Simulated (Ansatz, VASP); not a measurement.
## Cross-check of Ti5P3 (Ti5P3 (Pnma)) between VASP and Ansatz

Wanted: the spread between two codes on one cell, functional and k mesh. Of the first pair: The structure shown is the start of the Ansatz relaxation below; VASP solves that cell, so the two are compared at the walk's first step.

Program: Ansatz 0.2.0. Level of theory: plane waves, with VASP 6.6.1 beside it; single point at PBEsol. Results are calculated unless marked as measured.

### Step 1. Starting point

The structure is orthorhombic, space group Pnma (No. 62). Conventional cell: a = 9.780 Å, b = 7.403 Å, c = 6.490 Å, α = 90.00°, β = 90.00°, γ = 90.00°. Ti has 5 P at 2.37 to 2.65 Å and 1 Ti at 2.82 Å nearest. Nearest to Ti lie 5 P at 2.39 to 2.86 Å and 2 Ti at 2.75 to 2.83 Å. Nearest to Ti lie 5 P at 2.38 to 2.64 Å. Ti has 5 P at 2.55 to 2.58 Å and 3 Ti at 2.75 to 2.82 Å nearest. Nearest to P lie 7 Ti at 2.37 to 2.56 Å. Nearest to P lie 9 Ti at 2.52 to 2.86 Å. Farther neighbours are not listed.

### Step 2. Ansatz: relaxation, PBEsol

Ansatz runs on its default PAW (the set named soft_2) files.

The two programs are compared at the cell with which this relaxation starts, whose forces are those of its first step.

File input.yaml:

```yaml
crystal:
  lattice:
    - [9.7798485, 0.0, 0.0]
    - [0.0, 7.4029832, 0.0]
    - [0.0, 0.0, 6.4897165]
  atoms:
    - { symbol: Ti, position: [0.77659751, 0.25, 0.8440712] }
    - { symbol: Ti, position: [0.07292469, 0.95493833, 0.80543803] }
    - { symbol: Ti, position: [0.20760583, 0.25, 0.14464576] }
    - { symbol: Ti, position: [0.22340249, 0.75, 0.1559288] }
    - { symbol: Ti, position: [0.70760583, 0.25, 0.35535424] }
    - { symbol: Ti, position: [0.57292469, 0.95493833, 0.69456197] }
    - { symbol: Ti, position: [0.50008014, 0.25, 0.96976597] }
    - { symbol: Ti, position: [0.49991986, 0.75, 0.03023403] }
    - { symbol: Ti, position: [0.92707531, 0.04506167, 0.19456197] }
    - { symbol: Ti, position: [0.29239417, 0.75, 0.64464576] }
    - { symbol: Ti, position: [0.99991986, 0.75, 0.46976597] }
    - { symbol: Ti, position: [0.57292469, 0.54506167, 0.69456197] }
    - { symbol: Ti, position: [0.72340249, 0.75, 0.3440712] }
    - { symbol: Ti, position: [0.27659751, 0.25, 0.6559288] }
    - { symbol: Ti, position: [0.42707531, 0.04506167, 0.30543803] }
    - { symbol: Ti, position: [0.42707531, 0.45493833, 0.30543803] }
    - { symbol: Ti, position: [0.79239417, 0.75, 0.85535424] }
    - { symbol: Ti, position: [0.92707531, 0.45493833, 0.19456197] }
    - { symbol: Ti, position: [0.07292469, 0.54506167, 0.80543803] }
    - { symbol: Ti, position: [8.014e-05, 0.25, 0.53023403] }
    - { symbol: P, position: [0.48647496, 0.75, 0.42352479] }
    - { symbol: P, position: [0.32611878, 0.99089631, 0.92822698] }
    - { symbol: P, position: [0.01352504, 0.25, 0.92352479] }
    - { symbol: P, position: [0.17388122, 0.49089631, 0.42822698] }
    - { symbol: P, position: [0.98647496, 0.75, 0.07647521] }
    - { symbol: P, position: [0.67388122, 0.49089631, 0.07177302] }
    - { symbol: P, position: [0.51352504, 0.25, 0.57647521] }
    - { symbol: P, position: [0.82611878, 0.50910369, 0.57177302] }
    - { symbol: P, position: [0.82611878, 0.99089631, 0.57177302] }
    - { symbol: P, position: [0.32611878, 0.50910369, 0.92822698] }
    - { symbol: P, position: [0.67388122, 0.00910369, 0.07177302] }
    - { symbol: P, position: [0.17388122, 0.00910369, 0.42822698] }
basis:
  ecutwfc: 420
  xc_grid: 2
hamiltonian:
  xc: pbesol
kpoints:
  mp_grid: { grid: [4, 5, 6] }
scf:
  occupations: { method: fermi_dirac, width: 0.05 }
  max_iter: 150
output:
  forces: true
  stress: true
relax:
  f_tol: 0.01
  max_steps: 60
  cell: {}
checkpoint:
  write: "../pbesol.run"
  compress: false
  write_wavefunctions: false
  write_every: 100000
```

Started as:

```
ansatz run input.yaml --threads 4 --pin off --max-ram 6594MiB --backend cpu --events-out ev --progress --plain --runs-dir out
```

Numbers of over 12 decimals in the logs are rounded to 6 here.

The program printed:

```text
Engine: ansatz 0.2.0, x86_64-unknown-linux-gnu
Pseudopotentials: kind: paw
Pseudopotential: Ti, paw, valence charge 12, recommended cutoff 420 eV (normal), Ti.paw.azcp
Pseudopotential: P, paw, valence charge 5, recommended cutoff 420 eV (normal), P.paw.azcp
Functional definition: PBEsol
  exchange = pbesol_x
  correlation = pbesol_c
Crystal: 32 atoms, lattice volume = 469.856 Å³
Basis set: ecut = 420 eV, 9185 PW (Γ), exchange–correlation on 144×100×90 points (8 copies of the dense FFT grid, shifted against one another)
Bands: 182, of which v1, the nominal top of the filled ones, is band 150 counted from 1 (149 counted from 0)
Symmetry: 8 space group operations
Space group: Pnma (ITA 62), of the structure as read, at distance tolerance 7.8e-5 Å
k-points: 36 of 120
Non-local potential: Ti, projectors of the file, l = 0: 3, l = 1: 2, l = 2: 3, l = 3: 1
Non-local potential: P, projectors of the file, l = 0: 2, l = 1: 2, l = 2: 2
PAW form: soft (Blöchl's): semilocal exchange-correlation on the pseudo side does not see the compensation charge
PAW frozen core: Ti, regenerated for the run's functional, and the local potential with it (the file was generated under x = pbe(κ = 0.804, μ = 0.219515), c = pbe(β = 0.066725))
PAW frozen core: P, regenerated for the run's functional, and the local potential with it (the file was generated under x = pbe(κ = 0.804, μ = 0.219515), c = pbe(β = 0.066725))
PAW one-centre angular grid: Ti, 590 points (default); XC on 64 Gauss nodes
PAW one-centre angular grid: P, 110 points (default); XC on 64 Gauss nodes
Initial density: superposition of atomic densities (neutral atoms: chi_scale 0, normalization atom), corrected by the library's trained network
Initial wavefunctions: pseudopotential atomic-orbital guess
Functional: x = pbesol(κ = 0.804, μ = 0.123457), c = pbesol(β = 0.046)
SCF iter   1: F=—  HF=-58397.695028 eV  |F-HF|=—  |Δ(HF+E_count)|=         —  Δρ=6.95e-3  dr2=2.63e-1  ethr=1.77e-3  ⟨swp⟩=7.4  Hψ=28167  notcnv=0
preconditioner: auto → Kerker (q_TF=auto, 2.532 Å⁻¹)  [metal: Δε(μ)=0.013 eV  Ē_g=5.422 eV  σ=0.050 eV  W_gap=0.06  n_scr=122 (ndim 8)  ℏωp=20.3 eV  f_vac=0.000  D(μ)=19.40/eV (n_scr^D=158)]
SCF iter   2: F=—  HF=-58397.643190 eV  |F-HF|=—  |Δ(HF+E_count)|=   5.18e-2  Δρ=3.46e-3  dr2=6.84e-2  ethr=8.78e-5  ⟨swp⟩=2.0  Hψ=9275  notcnv=0  defer=121
SCF iter   3: F=—  HF=-58397.627729 eV  |F-HF|=—  |Δ(HF+E_count)|=   1.55e-2  Δρ=6.49e-4  dr2=2.92e-3  ethr=2.28e-5  ⟨swp⟩=2.0  Hψ=8732  notcnv=0  defer=121
SCF iter   4: F=—  HF=-58397.627081 eV  |F-HF|=—  |Δ(HF+E_count)|=   6.48e-4  Δρ=1.51e-4  dr2=1.43e-4  ethr=9.73e-7  ⟨swp⟩=2.0  Hψ=8955  notcnv=0  defer=121
SCF iter   5: F=—  HF=-58397.627040 eV  |F-HF|=—  |Δ(HF+E_count)|=   4.06e-5  Δρ=5.09e-5  dr2=1.82e-5  ethr=4.76e-8  ⟨swp⟩=2.0  Hψ=8642  notcnv=0  defer=121
SCF iter   6: F=—  HF=-58397.626574 eV  |F-HF|=—  |Δ(HF+E_count)|=   4.66e-4  Δρ=1.93e-5  dr2=2.43e-6  ethr=6.07e-9  ⟨swp⟩=2.9  Hψ=13052  notcnv=0  defer=121
SCF iter   7: F=—  HF=-58397.626574 eV  |F-HF|=—  |Δ(HF+E_count)|=   6.07e-7  Δρ=5.21e-6  dr2=1.30e-7  ethr=8.10e-10  ⟨swp⟩=2.6  Hψ=12929  notcnv=0  defer=121
SCF iter   8: F=-58397.626574 eV  HF=-58397.626574 eV  |F-HF|=6.96e-9  |Δ(HF+E_count)|=   2.59e-8  Δρ=1.35e-6  dr2=1.13e-8  ethr=3.33e-11  ⟨swp⟩=4.1  Hψ=18617  notcnv=0
SCF 1 converged in 8 iterations: F = -58397.626574 eV  dr2 = 1.13e-8
  greatest PAW one-centre occupation: 0.999 electrons in one spin orbital (limit 2), on the Ti atom at site 14 (counted from 0), in its partial waves of l = 0
relax step   1: F+E_penalty+E_count = -58397.62657357 eV  Δ(F+E_penalty+E_count) = +0.000e0 eV  max|allowed force component| = 5.610e-2 eV/Å  Δτ_max = 0.0000 Å  P = -4.318 GPa  Ω = 469.856 Å³  (8 SCF iters, dr2 threshold 1.00e-7 eV, accepted)
[...]
relax step   6: F+E_penalty+E_count = -58397.82247485 eV  Δ(F+E_penalty+E_count) = -4.011e-4 eV  max|allowed force component| = 7.379e-3 eV/Å  Δτ_max = 0.0045 Å  P = +0.003 GPa  Ω = 456.620 Å³  energy of the carried Pulay correction = +2.022e-3 eV  (6 SCF iters, dr2 threshold 1.55e-8 eV, accepted)
[...]
relax step   7: F+E_penalty+E_count = -58397.82070182 eV  Δ(F+E_penalty+E_count) = +1.773e-3 eV  max|allowed force component| = 7.379e-3 eV/Å  Δτ_max = 0.0000 Å  P = -0.000 GPa  Ω = 456.620 Å³  stress off target by 1.94e-2 GPa  SCF on the basis re-selected at this cell (its energy is not comparable with the rows above)  (6 SCF iters)
basis re-selected at this cell: Δ(F+E_penalty+E_count) = +1.773e-3 eV, ΔP = -0.003 GPa vs the last step (what re-selecting the basis moved, of the pressure what is left beyond the Pulay correction that the steps carried, after the strain that the cell walked since its last selection, with what the two solves' SCF thresholds leave and, on support functions, any second-order correction that the steps lacked; it is no m [...]
SCF converged after 6 iterations
Free energy (F): -58397.820702 eV
Harris-Foulkes:  -58397.820702 eV  (|F-HF|=2.18e-11)
Internal energy: -58397.656296 eV  (E = F + TS)
E sigma→0 (E₀):  -58397.738499 eV
Entropy (-TS):   -0.164406 eV (-5.138 meV/atom)
Fermi energy:    14.627101 eV
--- Per-component energies (eV) ---
  E_band       = -2426.786964
  E_kinetic    = 6384.585968
  E_local      = -16901.044635  (includes V_loc(G=0)·N_el)
  E_nonlocal   = 591.567784
  E_hartree    = 7117.423974
  E_xc         = -2715.907517
  E_vxc        = -3224.515227  (∫ρ·V_xc dr)
  E_paw        = -27107.138075  (= ΣΔE_a)
  E_vpaw       = -3512.231161  (= ΣTr[D̂ρ^β])
  E_aug_tail   = 0.002336  (compensation charges beyond the density's cutoff)
  E_ewald      = -25770.486970
  E_core_change = 3.340839  (= ΣΔE_core)
  E_smearing   = -0.164406  (= −TS)
  E_closure    = 0.000000  (closes the sum)
  Σ components = -58397.820702   (vs F -58397.820702, Δ=0.00e0)
--- Forces (eV/Å), atoms counted from 1 ---
  atom   1  Ti    -0.00049196     0.00000000    -0.00253831
  atom   2  Ti    -0.00065265    -0.00092063    -0.00062924
  atom   3  Ti    -0.00049025    -0.00000000    -0.00094772
  atom   4  Ti     0.00049196    -0.00000000     0.00253831
  atom   5  Ti    -0.00049025     0.00000000     0.00094772
  atom   6  Ti    -0.00065265    -0.00092063     0.00062924
  atom   7  Ti    -0.00547783     0.00000000     0.00467031
  atom   8  Ti     0.00547783    -0.00000000    -0.00467031
  atom   9  Ti     0.00065265     0.00092063     0.00062924
  atom  10  Ti     0.00049025    -0.00000000    -0.00094772
  atom  11  Ti     0.00547783    -0.00000000     0.00467031
  atom  12  Ti    -0.00065265     0.00092063     0.00062924
  atom  13  Ti     0.00049196     0.00000000    -0.00253831
  atom  14  Ti    -0.00049196    -0.00000000     0.00253831
  atom  15  Ti     0.00065265     0.00092063    -0.00062924
  atom  16  Ti     0.00065265    -0.00092063    -0.00062924
  atom  17  Ti     0.00049025     0.00000000     0.00094772
  atom  18  Ti     0.00065265    -0.00092063     0.00062924
  atom  19  Ti    -0.00065265     0.00092063    -0.00062924
  atom  20  Ti    -0.00547783     0.00000000    -0.00467031
  atom  21  P     -0.00495941     0.00000000     0.00737894
  atom  22  P      0.00248103     0.00478816    -0.00047835
  atom  23  P      0.00495941     0.00000000     0.00737894
  atom  24  P     -0.00248103     0.00478816    -0.00047835
  atom  25  P     -0.00495941    -0.00000000    -0.00737894
  atom  26  P     -0.00248103     0.00478816     0.00047835
  atom  27  P      0.00495941    -0.00000000    -0.00737894
  atom  28  P      0.00248103    -0.00478816     0.00047835
  atom  29  P      0.00248103     0.00478816     0.00047835
  atom  30  P      0.00248103    -0.00478816    -0.00047835
  atom  31  P     -0.00248103    -0.00478816     0.00047835
  atom  32  P     -0.00248103    -0.00478816    -0.00047835
  max |Σ_I F_I| component: 5.64e-18 eV/Å
--- Stress (GPa, compression-positive) ---
        0.010958       0.000000       0.000000
        0.000000      -0.019417      -0.000000
        0.000000      -0.000000       0.007969
  P = ⅓ Tr σ = -0.0002 GPa (-0.002 kbar)
--- Relaxed structure (6 steps of the walk, 6 accepted, 1 SCFs on fresh bases) ---
  F+E_penalty+E_count = -58397.82070182 eV   max|allowed force component| = 7.379e-3 eV/Å   (the final SCF, on the basis selected at the relaxed cell)
  cell:  # Å, volume = 456.6201 Å³
    - [9.636708, 0, 0]
    - [0, 7.368715, 0]
    - [0, 0, 6.430349]
  atoms:
    - { symbol: Ti, position: [0.775017, 0.250000, 0.839343] }
    - { symbol: Ti, position: [0.070427, 0.953564, 0.806679] }
    - { symbol: Ti, position: [0.207591, 0.250000, 0.146971] }
    - { symbol: Ti, position: [0.224983, 0.750000, 0.160657] }
    - { symbol: Ti, position: [0.707591, 0.250000, 0.353029] }
    - { symbol: Ti, position: [0.570427, 0.953564, 0.693321] }
    - { symbol: Ti, position: [0.499353, 0.250000, 0.970874] }
    - { symbol: Ti, position: [0.500647, 0.750000, 0.029126] }
    - { symbol: Ti, position: [0.929573, 0.046436, 0.193321] }
    - { symbol: Ti, position: [0.292409, 0.750000, 0.646971] }
    - { symbol: Ti, position: [1.000647, 0.750000, 0.470874] }
    - { symbol: Ti, position: [0.570427, 0.546436, 0.693321] }
    - { symbol: Ti, position: [0.724983, 0.750000, 0.339343] }
    - { symbol: Ti, position: [0.275017, 0.250000, 0.660657] }
    - { symbol: Ti, position: [0.429573, 0.046436, 0.306679] }
    - { symbol: Ti, position: [0.429573, 0.453564, 0.306679] }
    - { symbol: Ti, position: [0.792409, 0.750000, 0.853029] }
    - { symbol: Ti, position: [0.929573, 0.453564, 0.193321] }
    - { symbol: Ti, position: [0.070427, 0.546436, 0.806679] }
    - { symbol: Ti, position: [-0.000647451, 0.250000, 0.529126] }
    - { symbol: P, position: [0.485015, 0.750000, 0.419363] }
    - { symbol: P, position: [0.326258, 0.990606, 0.929266] }
    - { symbol: P, position: [0.014985, 0.250000, 0.919363] }
    - { symbol: P, position: [0.173742, 0.490606, 0.429266] }
    - { symbol: P, position: [0.985015, 0.750000, 0.080637] }
    - { symbol: P, position: [0.673742, 0.490606, 0.070734] }
    - { symbol: P, position: [0.514985, 0.250000, 0.580637] }
    - { symbol: P, position: [0.826258, 0.509394, 0.570734] }
    - { symbol: P, position: [0.826258, 0.990606, 0.570734] }
    - { symbol: P, position: [0.326258, 0.509394, 0.929266] }
    - { symbol: P, position: [0.673742, 0.00939358, 0.070734] }
    - { symbol: P, position: [0.173742, 0.00939358, 0.429266] }
```

### Step 3. VASP: single point, PBEsol, start cell, pair 1

The same cell, functional, mesh and smearing now go to VASP, with its own data sets.

Lines of VASP's logs that name or quote its potential files are left out, and so is its time.

File INCAR:

```
SYSTEM = Ti5P3
PREC = Accurate
ENCUT = 400
EDIFF = 1E-06
NELM = 120
ISMEAR = -1
SIGMA = 0.05
LREAL = Auto
ALGO = Normal
GGA = PS
NBANDS = 176
LASPH = .TRUE.
LORBIT = 11
LWAVE = .FALSE.
LCHARG = .FALSE.
ISIF = 2
GGA_COMPAT = .FALSE.
KPAR = 4
```

File POSCAR:

```
Ti5P3
1.0
    9.7798480000      0.0000000000      0.0000000000
    0.0000000000      7.4029830000      0.0000000000
    0.0000000000      0.0000000000      6.4897170000
Ti P
20 12
Direct
    0.7765974992      0.2500000000      0.8440711667
    0.0729246764      0.9549383336      0.8054379721
    0.2076058339      0.2500000000      0.1446457141
    0.2234025008      0.7500000000      0.1559287562
    0.7076058340      0.2500000000      0.3553542088
    0.5729246764      0.9549383336      0.6945619508
    0.5000801392      0.2500000000      0.9697659004
    0.4999198608      0.7500000000      0.0302340225
    0.9270753236      0.0450616663      0.1945619508
    0.2923941660      0.7500000000      0.6446457141
    0.9999198608      0.7500000000      0.4697659004
    0.5729246764      0.5450616663      0.6945619508
    0.7234025008      0.7500000000      0.3440711667
    0.2765974992      0.2500000000      0.6559287562
    0.4270753236      0.0450616663      0.3054379721
    0.4270753236      0.4549383336      0.3054379721
    0.7923941660      0.7500000000      0.8553542088
    0.9270753236      0.4549383336      0.1945619508
    0.0729246764      0.5450616663      0.8054379721
    0.0000801392      0.2500000000      0.5302340225
    0.4864749688      0.7500000000      0.4235247469
    0.3261187955      0.9908963386      0.9282269165
    0.0135250312      0.2500000000      0.9235247469
    0.1738812045      0.4908963386      0.4282269165
    0.9864749688      0.7500000000      0.0764751760
    0.6738812045      0.4908963386      0.0717730064
    0.5135250312      0.2500000000      0.5764751760
    0.8261187955      0.5091036614      0.5717730064
    0.8261187955      0.9908963386      0.5717730064
    0.3261187955      0.5091036614      0.9282269165
    0.6738812045      0.0091036613      0.0717730064
    0.1738812045      0.0091036613      0.4282269165
```

File KPOINTS:

```
Automatic mesh
0
Gamma
4 5 6
0 0 0
```

The projector-augmented-wave data sets are Ti_sv and P (PBE family, release 64).

Started as:

```
mpirun -np 4 vasp_std
```

The program printed:

```text
[banner, memory and clock lines left out]
running    4 mpi-ranks, on    1 nodes
[...]
|                                                                             |
|               ----> ADVICE to this user running VASP <----                  |
|                                                                             |
|     You enforced a specific xc type in the INCAR file but a different       |
|     [... a line on the potential file left out ...]
|     I HOPE YOU KNOW WHAT YOU ARE DOING!                                     |
|                                                                             |

 LDA part: xc-table for (Slater+PW92), standard interpolation
 POSCAR, INCAR and KPOINTS ok, starting setup
[...]
entering main loop
       N       E                     dE             d eps       ncg     rms          rms(c)
DAV:   1     0.406419784970E+04    0.40642E+04   -0.12111E+05 12720   0.173E+03
DAV:   2     0.387183204833E+03   -0.36770E+04   -0.35916E+04 12672   0.590E+02
DAV:   3    -0.219092795212E+03   -0.60628E+03   -0.58702E+03 18176   0.209E+02
DAV:   4    -0.302760090227E+03   -0.83667E+02   -0.82392E+02 18528   0.673E+01
[...]
DAV:  16    -0.274782323297E+03   -0.71240E-05   -0.80919E-05 20080   0.324E-02    0.973E-03
DAV:  17    -0.274782325381E+03   -0.20835E-05   -0.77662E-06 14848   0.108E-02    0.489E-03
DAV:  18    -0.274782325446E+03   -0.65120E-07   -0.20652E-06  9640   0.575E-03
   1 F= -.27478233E+03 E0= -.27469947E+03  d E =-.165720E+00
```

Parts of OUTCAR (step 3):

```text
  Total      -13.0580383    -13.2917847    -13.7620841      0.0000000      0.0000000      0.0000000
  in kB      -44.5270482    -45.3241079    -46.9277977      0.0000000      0.0000000      0.0000000
  external PRESSURE =     -45.5929846 kB  Pullay stress =       0.0000000 kB

 POSITION                                       TOTAL-FORCE (eV/Angst)
 -----------------------------------------------------------------------------------
      7.59501      1.85075      5.47778        -0.029520      0.000000     -0.066023
      0.71319      7.06939      5.22706        -0.023630      0.003628      0.025227
      2.03035      1.85075      0.93871         0.001852      0.000000      0.004938
      2.18484      5.55224      1.01193         0.029520      0.000000      0.066023
      6.92028      1.85075      2.30615         0.001852      0.000000     -0.004938
      5.60312      7.06939      4.50751        -0.023630      0.003628     -0.025227
      4.89071      1.85075      6.29351        -0.031958      0.000000      0.013302
      4.88914      5.55224      0.19621         0.031958      0.000000     -0.013302
      9.06666      0.33359      1.26265         0.023630     -0.003628     -0.025227
      2.85957      5.55224      4.18357        -0.001852      0.000000      0.004938
      9.77906      5.55224      3.04865         0.031958      0.000000      0.013302
      5.60312      4.03508      4.50751        -0.023630     -0.003628     -0.025227
      7.07477      5.55224      2.23292         0.029520      0.000000     -0.066023
      2.70508      1.85075      4.25679        -0.029520      0.000000      0.066023
[...]
-----------------------------------------------------------------------------------
    total drift:                                0.000002      0.000005      0.002340

  FREE ENERGIE OF THE ION-ELECTRON SYSTEM (eV)
  ---------------------------------------------------
  free  energy   TOTEN  =      -274.7823254460 eV

  energy  without entropy=     -274.6166052861  energy(sigma->0) =     -274.69946537

[... 3 further parts left out ...]
[key lines of the parts left out:]
E-fermi :   9.9577
```

The run ends at a pressure of -4.56 GPa, with forces up to 0.072 eV/Å.

### Step 4. Side by side

Known differences besides the potentials themselves: the cutoff is 420 eV in Ansatz and 400 eV in VASP (PREC = Accurate, projectors in real space); Ansatz makes its cores anew for this functional, VASP keeps those of its PBE data sets. Total energies have different zeros and are not compared.

Forces on 10 of the 32 atoms, those with the largest forces and the largest differences (eV/Å; atoms numbered as in POSCAR):

```
atom          Ansatz x, y, z            VASP x, y, z
 Ti1   -0.024, 0.000, -0.056   -0.030, 0.000, -0.066
 Ti3    -0.009, 0.000, 0.000     0.002, 0.000, 0.005
 Ti4     0.024, 0.000, 0.056     0.030, 0.000, 0.066
 Ti5    -0.009, 0.000, 0.000    0.002, 0.000, -0.005
Ti10     0.009, 0.000, 0.000    -0.002, 0.000, 0.005
Ti13    0.024, 0.000, -0.056    0.030, 0.000, -0.066
Ti14    -0.024, 0.000, 0.056    -0.030, 0.000, 0.066
 P22     0.044, 0.012, 0.031     0.045, 0.017, 0.029
 P31  -0.044, -0.012, -0.031  -0.045, -0.017, -0.029
 P32   -0.044, -0.012, 0.031   -0.045, -0.017, 0.029
```

The forces differ by 4.9 meV/Å r.m.s., which is 18.4 % of the r.m.s. force of 0.027 eV/Å (both taken over all components).

[end of part 1 of 2]

[Lines on the potential files, build, host, timing and source positions are cut from VASP's logs without a mark.]

[Logs are printed without paths, hosts, clocks, repeated set-up lines and the standing remarks that a program may print on its own settings, such as how far it seeks lower states.]

[Hosts, paths, dates, database ids (printed as entryN), source tags and the programs' standing remarks are cut or masked in the printed files.]
